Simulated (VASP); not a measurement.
Input:

```
CELL_PARAMETERS angstrom
      0.00000     2.71971     2.71971
      2.71971     0.00000     2.71971
      2.71971     2.71971     0.00000
ATOMIC_POSITIONS crystal
  Si 0.25000 0.25000 0.25000
  Si 0.75000 0.75000 0.75000
  Ni 0.00000 0.00000 0.00000
```

These are optB86b-vdW, VASP's PBE PAW potentials (set 64) (plane waves; VASP 6.6.1) values and carry that method's errors. Settings: 520 eV cut-off, 10×10×10 Γ-centred mesh, first-order Methfessel-Paxton smearing of 0.10 eV, potentials Si Ni.

Task: Estimate the energy per atom (σ→0), band gap (on the k-mesh) with the smallest direct gap where there is one.

Result: 
The band gap (on the k-mesh) is none (metal, semimetal or under 0.01 eV) and the energy per atom (σ→0) comes out as -4.172 eV/atom.

Only differences to runs with the same potentials and settings are physical.

The compound is NiSi2 in the fluorite structure. It was relaxed first. The run is not spin-polarised, so no magnetic state was tried.
